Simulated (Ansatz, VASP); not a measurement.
One calculation of ReS, two programs

Contents of INCAR:

```
PREC = Accurate
ENCUT = 520
EDIFF = 1E-6
ISMEAR = 0
SIGMA = 0.05
LREAL = False
LASPH = True
NELM = 150
ALGO = Normal
ISIF = 2
LWAVE = False
LCHARG = True
ISPIN = 2
MAGMOM = 0.05 0.05 0 0
LORBIT = 11
LMAXMIX = 4
GGA = PS
LELF = True
LVHAR = True
NBANDS = 25
```

KPOINTS

```
Automatic mesh
0
Gamma
  10 10 6
```

File POSCAR:

```
ReS
1.0
    3.5339142845      0.0000000000      0.0000000000
   -1.7669571423      2.9992503542      0.0000000000
    0.0000000000      0.0000000000      5.3461375006
Re S
2 2
Direct
    0.0000000000      0.0000000000      0.0000000000
    0.0000000000      0.0000000000      0.5000000000
    0.3333333333      0.6666666667      0.2500000000
    0.6666666667      0.3333333333      0.7500000000
```

Input for Ansatz:

```yaml
crystal:
  lattice:
    - [3.5339142845, 0.0, 0.0]
    - [-1.7669571423, 2.9992503542, 0.0]
    - [0.0, 0.0, 5.3461375006]
  atoms:
    - { symbol: Re, position: [0.0, 0.0, 0.0], spin: 0.05 }
    - { symbol: Re, position: [0.0, 0.0, 0.5], spin: 0.05 }
    - { symbol: S, position: [0.3333333333, 0.6666666667, 0.25] }
    - { symbol: S, position: [0.6666666667, 0.3333333333, 0.75] }
basis:
  ecutwfc: 420
  ecutrho_ratio: 4
kpoints:
  mp_grid: { grid: [10, 10, 6] }
hamiltonian:
  xc: pbesol
scf:
  occupations: { method: gaussian, width: 0.05 }
output:
  forces: true
  stress: true
  eigenvalues: true
  populations: true
magnetization:
  spin_polarized: true
```

Change from the starting cell: strain e2 = -0.02, atoms carried along.

Alike in both runs: task single point; functional PBEsol; k mesh 10 × 10 × 6; occupations gaussian, width 0.05 eV; collinear spin.

```csv
,VASP,Ansatz
version,VASP 6.6.1,Ansatz 0.2.0
potentials or method,"VASP PAW PBE potentials, release 64 (Re, S)","scalar-relativistic, plane waves, PAW"
plane-wave cutoff (eV),520,420
valence electrons in the cell,26,42
```

|  | VASP | Ansatz | Ansatz less VASP |
| --- | --- | --- | --- |
| gap on the k mesh at the Fermi level (eV) | none | none | - |
| pressure (GPa) | 6.8 | 4.7 | -2.11 |
| largest component of the traceless stress (GPa) | 1.67 | 1.62 | -0.051 |
| rms of the force components (eV/Å) | 0.118 | 0.112 | -0.0061 |
| net moment per atom (μB) | 0.00 | 0.00 | 0.000 |

Atom by atom the forces differ by 0.006 eV/Å (rms over components). A gap of «none» marks a metal or a gap that the smearing closes. The two sets of potentials don't hold the same shells in valence. Ansatz warned: «seeded_moment_not_kept».

Caveats: the PAW data sets were made with another functional, which shifts forces and pressure a little (VASP). Spin-orbit coupling is left out, which matters for the levels of Re.
